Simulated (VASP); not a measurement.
VASP ran on this input.

File KPOINTS:
```
Automatic mesh
0
Gamma
7 7 7
0 0 0
```

### POSCAR
```
PbF2
4.1485520
  0.0000000000   0.7071067206   0.7071067206
  0.7071067206   0.0000000000   0.7071067206
  0.7071067206   0.7071067206   0.0000000000
Pb F
1 2
direct
  0.0000000000   0.0000000000   0.0000000000
  0.2500000000   0.2500000000   0.2500000000
  0.7500000000   0.7500000000   0.7500000000
```

**INCAR**
```
# general
SYSTEM  = PbF2
PREC    = Accurate
ENCUT   = 400
LREAL   = .FALSE.   # projection in real space or not
LASPH   = .TRUE.

# electronic loop
EDIFF   = 1E-6   # SCF stop (eV)
NELM    = 100   # most electronic steps
ALGO    = Normal   # blocked Davidson
LMAXMIX = 4   # l cut-off of mixed one-centre charges

# smearing
ISMEAR  = -1   # Fermi-Dirac
SIGMA   = 0.01   # width (eV)

# ions
ISIF    = 2

# output
LWAVE   = .FALSE.
LCHARG  = .FALSE.
```

POTCAR, in this order: Pb_d F (LDA.64 set). Program: vasp_std.

Q: Translate this LDA calculation to Ansatz.

A: One equivalent input (not run):
Ansatz 0.2 input:
```yaml
crystal:
  lattice:
    - [0.0000000, 2.9334690, 2.9334690]
    - [2.9334690, 0.0000000, 2.9334690]
    - [2.9334690, 2.9334690, 0.0000000]
  atoms:
    - { symbol: Pb, position: [0.0000000, 0.0000000, 0.0000000] }
    - { symbol: F, position: [0.2500000, 0.2500000, 0.2500000] }
    - { symbol: F, position: [0.7500000, 0.7500000, 0.7500000] }
kpoints:
  mp_grid: { grid: [7, 7, 7] }
hamiltonian:
  xc: lda
  pseudopotentials: { kind: paw }
scf:
  occupations: { method: fermi_dirac, width: 0.01 }
  max_iter: 100
output: { forces: true, stress: true, eigenvalues: true }
```
The two are equivalent in intent, not identical: each code has its own PAW files, so the cut-off isn't converted (ENCUT is set for VASP's; basis.ecutwfc is left out, and Ansatz then takes the one that its files recommend); Ansatz stops its SCF on the density residual and VASP on the energy change (EDIFF); Ansatz's lda is the Perdew-Wang form, while the LDA potentials of VASP carry Perdew-Zunger's.

The structure is a typed PbF2 crystal (Fm-3m). The cell was not relaxed at this level. The run is one of a series of settings (GGA removed, POTCAR Pb_d F (LDA.64 set) against the base run), some of them coarse on purpose.
